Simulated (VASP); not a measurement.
# LaSb: accuracy against cost in the SCF solver and k-mesh, part 2 of 3

Aim: find what the SCF solver and k-mesh change for LaSb, and what they cost. The atoms are off their equilibrium sites, so that forces can be compared too. The series runs use PBEsol. The atoms of the start are displaced at random from the sites of a Fm-3m cell.

VASP 6.6.1; PBEsol; plane waves and PAW (La, Sb).

So far. Step 2 (SCF solver: ALGO = Normal): The series starts at -6.1929 eV an atom and -0.89 GPa, after 15 cycles in 29 s. Step 3 (SCF solver: ALGO = Fast): Against the first of the series the energy stays within 0.01 meV an atom and the pressure within 0.01 GPa, after 23 cycles in 49 s.

## (5) SCF solver: ALGO = All

File INCAR:

```
SYSTEM = LaSb
PREC = Accurate
ENCUT = 400
EDIFF = 1E-06
NELM = 100
ISMEAR = -1
SIGMA = 0.05
LREAL = .FALSE.
ALGO = All
GGA = PS
NBANDS = 14
LORBIT = 11
LWAVE = .FALSE.
LCHARG = .FALSE.
KPAR = 2
ISIF = 2
```

File POSCAR:

```
LaSb
1.0
    0.0000000000      3.2450000000      3.2450000000
    3.2450000000      0.0000000000      3.2450000000
    3.2450000000      3.2450000000      0.0000000000
La Sb
1 1
Direct
   -0.0065360000     -0.0081520000      0.0162880000
    0.4939630000      0.4980670000      0.5022080000
```

File KPOINTS:

```
Automatic mesh
0
Gamma
5 5 5
0 0 0
```

Potentials, in the order of the species: La and Sb (PBE family, release 64).

Launch:

```bash
$ mpirun -np 2 vasp_std
```

The log of the run:

```text
[... set-up lines as in an earlier step ...]
 entering main loop
       N       E                     dE             d eps       ncg     rms           ort
DAV:   1     0.125848499552E+03    0.12585E+03   -0.55543E+03   882   0.133E+03
DAV:   2    -0.598062957640E+00   -0.12645E+03   -0.12040E+03   882   0.198E+02
DAV:   3    -0.118197926236E+02   -0.11222E+02   -0.11002E+02   882   0.918E+01
DAV:   4    -0.124590345416E+02   -0.63924E+00   -0.63319E+00   882   0.169E+01
DAV:   5    -0.124778186204E+02   -0.18784E-01   -0.18770E-01   882   0.298E+00
SDA:   6    -0.123006709528E+02    0.17715E+00   -0.18770E-01   882   0.303E+00   0.000E+00
 gam= 0.000 g(H,U,f)=  0.279E+00 0.185E-01 0.563E-02 ort(H,U,f) = 0.000E+00 0.000E+00 0.000E+00
 gam= 0.000 trial= 0.400  step=  0.3759 mean=  0.4000
CGA:   7    -0.123575998731E+02   -0.56929E-01   -0.56931E-01   882   0.115E+00   0.441E-03
 gam= 0.378 g(H,U,f)=  0.108E+00 0.535E-02 0.907E-03 ort(H,U,f) =-0.113E-01 0.982E-02 0.194E-02
 gam= 0.378 trial= 0.398  step=  0.2927 mean=  0.3976
[...]
gam= 0.539 trial= 0.492  step=  0.7204 mean=  0.4924
CGA:  26    -0.123884135278E+02   -0.34953E-05   -0.34662E-05   882   0.606E-05   0.257E-06
 gam= 0.666 g(H,U,f)=  0.590E-05 0.128E-06 0.369E-07 ort(H,U,f) = 0.226E-06 0.183E-07 0.132E-07
 gam= 0.666 trial= 0.515  step=  0.8226 mean=  0.5152
CGA:  27    -0.123884160775E+02   -0.25496E-05   -0.25646E-05   882   0.531E-05  -0.901E-07
 gam= 0.876 g(H,U,f)=  0.527E-05 0.333E-07 0.544E-08 ort(H,U,f) =-0.145E-06 0.370E-07 0.175E-07
 gam= 0.876 trial= 0.546  step=  0.7633 mean=  0.5460
CGA:  28    -0.123884180661E+02   -0.19886E-05   -0.19967E-05   882   0.314E-05  -0.729E-07
 gam= 0.591 g(H,U,f)=  0.312E-05 0.151E-07 0.115E-08 ort(H,U,f) =-0.267E-07-0.367E-07-0.946E-08
 gam= 0.591 trial= 0.568  step=  0.6558 mean=  0.5677
CGA:  29    -0.123884190860E+02   -0.10199E-05   -0.10152E-05   882   0.170E-05   0.116E-06
 gam= 0.542 g(H,U,f)=  0.167E-05 0.241E-07 0.502E-08 ort(H,U,f) = 0.154E-06-0.277E-07-0.941E-08
 gam= 0.542 trial= 0.577  step=  0.6822 mean=  0.5765
CGA:  30    -0.123884197013E+02   -0.61529E-06   -0.60224E-06   882   0.107E-05   0.239E-06
 gam= 0.626 g(H,U,f)=  0.105E-05 0.167E-07 0.396E-08 ort(H,U,f) = 0.234E-06 0.442E-08-0.827E-10
 gam= 0.626 trial= 0.587  step=  0.6535 mean=  0.5871
 final diagonalization occupied
   1 F= -.12388420E+02 E0= -.12385713E+02  d E =-.541343E-02
```

Elapsed: 60 s, on 2 MPI ranks of Intel Xeon Platinum 8488C (Sapphire Rapids), shared host; peak memory 0.45 GiB; 1.8 min of CPU time.

From OUTCAR (step 5):

```text
  Total       -0.3895957     -0.3568111     -0.3938914     -0.0186527      0.0158583      0.0090047
  in kB       -9.1337815     -8.3651713     -9.2344925     -0.4372977      0.3717855      0.2111083
  external PRESSURE =      -8.9111485 kB  Pullay stress =       0.0000000 kB

 POSITION                                       TOTAL-FORCE (eV/Angst)
 -----------------------------------------------------------------------------------
      3.27140      3.27665      6.44234        -0.076886     -0.129276      0.065838
      3.24589      3.23257      3.21914         0.076886      0.129276     -0.065838
 -----------------------------------------------------------------------------------
    total drift:                               -0.000270     -0.000291      0.000245

  FREE ENERGIE OF THE ION-ELECTRON SYSTEM (eV)
  ---------------------------------------------------
  free  energy   TOTEN  =       -12.3884197013 eV

  energy  without entropy=      -12.3830062697  energy(sigma->0) =      -12.38571299

[... 2 parts as in an earlier step ...]

[... 1 further part left out ...]
[key lines of the parts left out:]
E-fermi :   6.4638
```

Against the first of the series the energy stays within 0.01 meV an atom and the pressure within 0.01 GPa, after 30 cycles in 60 s.

## (6) SCF solver: ALGO = Damped

INCAR: that of step 5 with these lines changed.

```diff
@@ -8,3 +8,3 @@
 LREAL = .FALSE.
-ALGO = All
+ALGO = Damped
 GGA = PS
```

POSCAR is that of step 5.

KPOINTS is that of step 5.

Launch:

```bash
$ mpirun -np 2 vasp_std
```

The log of the run:

```text
[... set-up lines as in an earlier step ...]
 entering main loop
       N       E                     dE             d eps       ncg     rms           ort
DAV:   1     0.183832355139E+03    0.18383E+03   -0.49545E+03   882   0.133E+03
DAV:   2     0.558613401446E+02   -0.12797E+03   -0.10526E+03   882   0.242E+02
DAV:   3     0.882131550620E+01   -0.47040E+02   -0.44323E+02   882   0.159E+02
DAV:   4    -0.124994149487E+01   -0.10071E+02   -0.97705E+01   882   0.747E+01
[...]
DMP:  98    -0.123883255730E+02   -0.39669E-05   -0.42575E-05   882   0.755E-05   0.811E-05
DMP:  99    -0.123883293282E+02   -0.37552E-05   -0.39760E-05   882   0.690E-05   0.796E-05
DMP: 100    -0.123883328993E+02   -0.35711E-05   -0.37452E-05   882   0.640E-05   0.774E-05
 final diagonalization occupied
 [... a notice as in an earlier step ...]

   1 F= -.12388333E+02 E0= -.12385624E+02  d E =-.541722E-02
```

Elapsed: 91 s, on 2 MPI ranks; peak memory 0.45 GiB.

Parts of OUTCAR (step 6):

```text
 k-point     1 :       0.0000    0.0000    0.0000
  band No.  band energies     occupation
      1     -25.9207      2.00000
      2      -9.5379      2.00000
      3      -9.5365      2.00000
      4      -9.5363      2.00000
      5      -2.3815      2.00000
      6       6.7816      0.00348
      7       6.7869      0.00313
      8       6.7893      0.00299
      9       7.8223      0.00000
     10       7.8365      0.00000
    ...

  Total       -0.3993829     -0.3657409     -0.4039855     -0.0189426      0.0158842      0.0090165
  in kB       -9.3632365     -8.5745247     -9.4711398     -0.4440941      0.3723930      0.2113841
  external PRESSURE =      -9.1363003 kB  Pullay stress =       0.0000000 kB

 POSITION                                       TOTAL-FORCE (eV/Angst)
 -----------------------------------------------------------------------------------
      3.27140      3.27665      6.44234        -0.076588     -0.129017      0.065581
      3.24589      3.23257      3.21914         0.076588      0.129017     -0.065581
 -----------------------------------------------------------------------------------
    total drift:                                0.000940      0.000270     -0.000713

  FREE ENERGIE OF THE ION-ELECTRON SYSTEM (eV)
  ---------------------------------------------------
  free  energy   TOTEN  =       -12.3883328993 eV

  energy  without entropy=      -12.3829156755  energy(sigma->0) =      -12.38562429

[... 8 parts as in an earlier step ...]

[... 11 further parts left out ...]
[key lines of the parts left out:]
E-fermi :   6.4641
```

EDIFF was not reached within NELM cycles, so the run counts as unconverged.

## (7) SCF solver: AMIX = 0.1, BMIX = 0.01

INCAR: that of step 6 with these lines changed.

```diff
@@ -8,3 +8,3 @@
 LREAL = .FALSE.
-ALGO = Damped
+ALGO = Normal
 GGA = PS
@@ -16 +16,3 @@
 ISIF = 2
+AMIX = 0.1
+BMIX = 0.01
```

POSCAR is that of step 6.

KPOINTS is that of step 6.

Launch:

```bash
$ mpirun -np 2 vasp_std
```

The log of the run:

```text
[... set-up lines as in an earlier step ...]
 entering main loop
       N       E                     dE             d eps       ncg     rms          rms(c)
[... 5 cycles as in an earlier step ...]
DAV:   6    -0.124469260983E+02    0.30893E-01   -0.36461E-02  3214   0.116E+00    0.303E+00
DAV:   7    -0.123914421226E+02    0.55484E-01   -0.27960E-01  2614   0.223E+00    0.156E+00
DAV:   8    -0.123909487221E+02    0.49340E-03   -0.19991E-02  3152   0.119E+00    0.106E+00
DAV:   9    -0.123884840199E+02    0.24647E-02   -0.61104E-02  3184   0.192E+00    0.214E-01
[...]
DAV:  16    -0.123884168600E+02   -0.32162E-04   -0.16907E-04  2506   0.745E-02    0.671E-03
DAV:  17    -0.123884204492E+02   -0.35892E-05   -0.33378E-05  3224   0.387E-02    0.601E-03
DAV:  18    -0.123884208515E+02   -0.40227E-06   -0.48979E-06  2768   0.143E-02
   1 F= -.12388421E+02 E0= -.12385711E+02  d E =-.541949E-02
```

Wall time 35 s (2 MPI ranks); peak memory 0.39 GiB.

OUTCAR, selected parts (step 7):

```text
  Total       -0.3966630     -0.3639551     -0.4010211     -0.0186859      0.0159050      0.0089922
  in kB       -9.2994688     -8.5326562     -9.4016413     -0.4380764      0.3728811      0.2108160
  external PRESSURE =      -9.0779221 kB  Pullay stress =       0.0000000 kB

 POSITION                                       TOTAL-FORCE (eV/Angst)
 -----------------------------------------------------------------------------------
      3.27140      3.27665      6.44234        -0.076739     -0.129089      0.065725
      3.24589      3.23257      3.21914         0.076739      0.129089     -0.065725
 -----------------------------------------------------------------------------------
    total drift:                                0.000027      0.000079      0.000014

  FREE ENERGIE OF THE ION-ELECTRON SYSTEM (eV)
  ---------------------------------------------------
  free  energy   TOTEN  =       -12.3884208515 eV

  energy  without entropy=      -12.3830013601  energy(sigma->0) =      -12.38571111

[... 2 parts as in an earlier step ...]

[... 1 further part left out ...]
[key lines of the parts left out:]
E-fermi :   6.4641
```

Against the first of the series the energy stays within 0.01 meV an atom; the pressure moves by -0.01 GPa, after 18 cycles in 35 s.

## (8) SCF solver: AMIX = 0.8

INCAR: that of step 7 with these lines changed.

```diff
@@ -16,3 +16,2 @@
 ISIF = 2
-AMIX = 0.1
-BMIX = 0.01
+AMIX = 0.8
```

POSCAR is that of step 7.

KPOINTS is that of step 7.

Launch:

```bash
$ mpirun -np 2 vasp_std
```

The log of the run:

```text
[... set-up lines as in an earlier step ...]
 entering main loop
       N       E                     dE             d eps       ncg     rms          rms(c)
[... 5 cycles as in an earlier step ...]
DAV:   6    -0.124023794518E+02    0.75439E-01   -0.60142E-01  2822   0.370E+00    0.175E+00
DAV:   7    -0.123912432776E+02    0.11136E-01   -0.15614E-01  3052   0.319E+00    0.896E-01
DAV:   8    -0.123881718576E+02    0.30714E-02   -0.19862E-02  3066   0.104E+00    0.194E-01
DAV:   9    -0.123883685588E+02   -0.19670E-03   -0.14782E-03  3184   0.283E-01    0.593E-02
DAV:  10    -0.123884151489E+02   -0.46590E-04   -0.18531E-04  3106   0.782E-02    0.125E-02
DAV:  11    -0.123884209171E+02   -0.57681E-05   -0.28909E-05  3284   0.289E-02    0.489E-03
DAV:  12    -0.123884210481E+02   -0.13102E-06   -0.37614E-06  3052   0.125E-02
   1 F= -.12388421E+02 E0= -.12385713E+02  d E =-.541650E-02
```

Elapsed: 32 s, on 2 MPI ranks; peak memory 0.39 GiB.

OUTCAR, selected parts (step 8):

```text
  Total       -0.3906580     -0.3581758     -0.3950115     -0.0188362      0.0160186      0.0090583
  in kB       -9.1586865     -8.3971659     -9.2607517     -0.4416018      0.3755447      0.2123650
  external PRESSURE =      -8.9388680 kB  Pullay stress =       0.0000000 kB

 POSITION                                       TOTAL-FORCE (eV/Angst)
 -----------------------------------------------------------------------------------
      3.27140      3.27665      6.44234        -0.076702     -0.129039      0.065695
      3.24589      3.23257      3.21914         0.076702      0.129039     -0.065695
 -----------------------------------------------------------------------------------
    total drift:                                0.000018      0.000064      0.000013

  FREE ENERGIE OF THE ION-ELECTRON SYSTEM (eV)
  ---------------------------------------------------
  free  energy   TOTEN  =       -12.3884210481 eV

  energy  without entropy=      -12.3830045452  energy(sigma->0) =      -12.38571280

[... 2 parts as in an earlier step ...]

[... 1 further part left out ...]
[key lines of the parts left out:]
E-fermi :   6.4639
```

Against the first of the series the energy stays within 0.01 meV an atom and the pressure within 0.01 GPa, after 12 cycles in 32 s.

## (9) SCF solver: IMIX = 1, AMIX = 0.2

INCAR: that of step 8 with these lines changed.

```diff
@@ -16,2 +16,3 @@
 ISIF = 2
-AMIX = 0.8
+IMIX = 1
+AMIX = 0.2
```

POSCAR is that of step 8.

KPOINTS is that of step 8.

Launch:

```bash
$ mpirun -np 2 vasp_std
```

The log of the run:

```text
[... set-up lines as in an earlier step ...]
 entering main loop
       N       E                     dE             d eps       ncg     rms          rms(c)
[... 5 cycles as in an earlier step ...]
DAV:   6    -0.124313682198E+02    0.46450E-01   -0.52665E-02  2976   0.127E+00    0.273E+00
DAV:   7    -0.124087494722E+02    0.22619E-01   -0.19443E-02  2692   0.677E-01    0.224E+00
DAV:   8    -0.123975896385E+02    0.11160E-01   -0.71768E-03  2872   0.451E-01    0.182E+00
DAV:   9    -0.123919757359E+02    0.56139E-02   -0.33316E-03  2882   0.342E-01    0.148E+00
[...]
DAV:  39    -0.123884162713E+02   -0.12578E-05   -0.13556E-06  1594   0.818E-03    0.905E-03
DAV:  40    -0.123884172904E+02   -0.10191E-05   -0.15918E-06  1682   0.780E-03    0.825E-03
DAV:  41    -0.123884180735E+02   -0.78317E-06   -0.73970E-07  1460   0.612E-03
   1 F= -.12388418E+02 E0= -.12385710E+02  d E =-.541619E-02
```

The job ended after 81 s (2 MPI ranks; peak memory 0.39 GiB; 2.5 min of CPU time).

Parts of OUTCAR (step 9):

```text
  Total       -0.3945987     -0.3618470     -0.3989387     -0.0186613      0.0158696      0.0089872
  in kB       -9.2510727     -8.4832354     -9.3528217     -0.4374995      0.3720499      0.2106992
  external PRESSURE =      -9.0290433 kB  Pullay stress =       0.0000000 kB

 POSITION                                       TOTAL-FORCE (eV/Angst)
 -----------------------------------------------------------------------------------
      3.27140      3.27665      6.44234        -0.076727     -0.129066      0.065712
      3.24589      3.23257      3.21914         0.076727      0.129066     -0.065712
 -----------------------------------------------------------------------------------
    total drift:                               -0.000020      0.000021      0.000038

  FREE ENERGIE OF THE ION-ELECTRON SYSTEM (eV)
  ---------------------------------------------------
  free  energy   TOTEN  =       -12.3884180735 eV

  energy  without entropy=      -12.3830018831  energy(sigma->0) =      -12.38570998

[... 2 parts as in an earlier step ...]

[... 1 further part left out ...]
[key lines of the parts left out:]
E-fermi :   6.4638
```

Against the first of the series the energy stays within 0.01 meV an atom; the pressure moves by -0.01 GPa, after 41 cycles in 81 s.

## (10) The SCF solver series as a table

This step: convergence of PBEsol results with the solver; plane waves and PAW (VASP 6.6.1).

This step runs nothing: it gathers the runs above.

Differences are taken from the run with ALGO = Normal. Results of the series, by row:

```csv
setting,status,energy less the reference (meV/atom),pressure (GPa),largest force difference (meV/Å),SCF cycles,wall time (s)
ALGO = Normal,converged,0,-0.8945,0,15,29
ALGO = Fast,converged,0.00455,-0.8973,0.304,23,49
ALGO = VeryFast,not_converged,-,-,-,-,184.1
ALGO = All,converged,-4.15e-4,-0.8911,0.21,30,60
ALGO = Damped,not_converged,-,-,-,-,91
"AMIX = 0.1, BMIX = 0.01",converged,5.25e-4,-0.9078,0.023,18,35
AMIX = 0.8,converged,-3.20e-4,-0.8939,0.027,12,32
"IMIX = 1, AMIX = 0.2",converged,0.00109,-0.9029,0.001,41,81
```

## (11) K-mesh: 2 2 2

This step: PBEsol; plane waves and PAW (La, Sb) (VASP 6.6.1).

The sum over the zone converges with the mesh, fast for insulators and slowly for metals.

INCAR: that of step 9 with these lines changed.

```diff
@@ -14,5 +14,3 @@
 LCHARG = .FALSE.
-KPAR = 2
+NCORE = 2
 ISIF = 2
-IMIX = 1
-AMIX = 0.2
```

POSCAR is that of step 9.

File KPOINTS:

```
Automatic mesh
0
Gamma
2 2 2
0 0 0
```

Launch:

```bash
$ mpirun -np 2 vasp_std
```

The log of the run:

```text
[banner, memory and clock lines left out]
running    2 mpi-ranks, on    1 nodes
 distrk:  each k-point on    2 cores,    1 groups
 distr:  one band on    2 cores,    1 groups

 POSCAR found type information on POSCAR LaSb
 POSCAR found :  2 types and       2 ions
 [... a notice as in an earlier step ...]

 LDA part: xc-table for (Slater+PW92), standard interpolation
 POSCAR, INCAR and KPOINTS ok, starting setup
 FFT: planning ... GRIDC
 FFT: planning ... GRID_SOFT
 FFT: planning ... GRID
 WAVECAR not read
 entering main loop
       N       E                     dE             d eps       ncg     rms          rms(c)
DAV:   1     0.116480436867E+03    0.11648E+03   -0.44300E+03   224   0.104E+03
DAV:   2    -0.170500069975E+01   -0.11819E+03   -0.11303E+03   296   0.196E+02
DAV:   3    -0.111470965883E+02   -0.94421E+01   -0.90765E+01   340   0.832E+01
DAV:   4    -0.116323957498E+02   -0.48530E+00   -0.48421E+00   396   0.156E+01
DAV:   5    -0.116500492618E+02   -0.17654E-01   -0.17650E-01   314   0.275E+00    0.313E+00
DAV:   6    -0.116068043216E+02    0.43245E-01   -0.51549E-02   330   0.195E+00    0.198E+00
DAV:   7    -0.115959462038E+02    0.10858E-01   -0.50197E-02   318   0.171E+00    0.402E-01
DAV:   8    -0.115980581197E+02   -0.21119E-02   -0.94191E-03   402   0.584E-01    0.146E-01
DAV:   9    -0.115985356955E+02   -0.47758E-03   -0.28314E-03   386   0.365E-01    0.571E-02
DAV:  10    -0.115985606135E+02   -0.24918E-04   -0.26388E-04   416   0.948E-02    0.229E-02
DAV:  11    -0.115985802695E+02   -0.19656E-04   -0.85256E-05   352   0.510E-02    0.486E-03
DAV:  12    -0.115985816152E+02   -0.13456E-05   -0.97000E-06   424   0.226E-02    0.439E-03
DAV:  13    -0.115985817679E+02   -0.15275E-06   -0.55858E-07   216   0.623E-03
   1 F= -.11598582E+02 E0= -.11592963E+02  d E =-.112367E-01
```

Run time: 9.4 s. Hardware: 2 MPI ranks; peak memory 0.27 GiB; 8.5 s of CPU time.

From OUTCAR (step 11):

```text
   k-points           NKPTS =      8   k-points in BZ     NKDIM =      8   number of bands    NBANDS=     14

   NELECT =      16.0000    total number of electrons

 E-fermi :   6.5654

 k-point     1 :       0.0000    0.0000    0.0000
  band No.  band energies     occupation
      1     -25.7947      2.00000
      2      -9.4354      2.00000
      3      -9.4335      2.00000
      4      -9.4332      2.00000
      5      -2.4980      2.00000
      6       6.7291      0.07291
      7       6.7342      0.06606
      8       6.7363      0.06348
      9       7.8430      0.00000
     10       7.8501      0.00000
    ...

  Total       -0.3541296     -0.3237351     -0.3574330     -0.0164245      0.0136473      0.0066434
  in kB       -8.3023053     -7.5897280     -8.3797511     -0.3850613      0.3199509      0.1557505
  external PRESSURE =      -8.0905948 kB  Pullay stress =       0.0000000 kB

 POSITION                                       TOTAL-FORCE (eV/Angst)
 -----------------------------------------------------------------------------------
      3.27140      3.27665      6.44234        -0.182953     -0.308179      0.157124
      3.24589      3.23257      3.21914         0.182953      0.308179     -0.157124
 -----------------------------------------------------------------------------------
    total drift:                                0.000114     -0.000166      0.000140

  FREE ENERGIE OF THE ION-ELECTRON SYSTEM (eV)
  ---------------------------------------------------
  free  energy   TOTEN  =       -11.5985817679 eV

  energy  without entropy=      -11.5873450668  energy(sigma->0) =      -11.59296342

[... 6 parts as in an earlier step ...]

[... 10 further parts left out ...]
```

This step gave:

| Item | Value |
| --- | --- |
| SCF cycles | 13 |
| irreducible k-points | 8 |
| free energy (TOTEN) | -11.60 eV |
| energy at zero smearing | -11.59 eV |
| Fermi energy | 6.565 eV |
| pressure | -0.8091 GPa |

The series starts at -5.7965 eV an atom and -0.81 GPa, after 13 cycles in 9.4 s.

(Part 2 of 3 ends here.)

[Lines on the potential files, build, host, timing and source positions are cut from VASP's logs without a mark.]

[Logs are printed without paths, hosts, clocks, repeated set-up lines and the standing remarks that a program may print on its own settings, such as how far it seeks lower states.]

[Hosts, paths, dates, database ids (printed as entryN), source tags and the programs' standing remarks are cut or masked in the printed files.]

[A measured line is paired with the nearest computed mode of its activity, which favours agreement.]
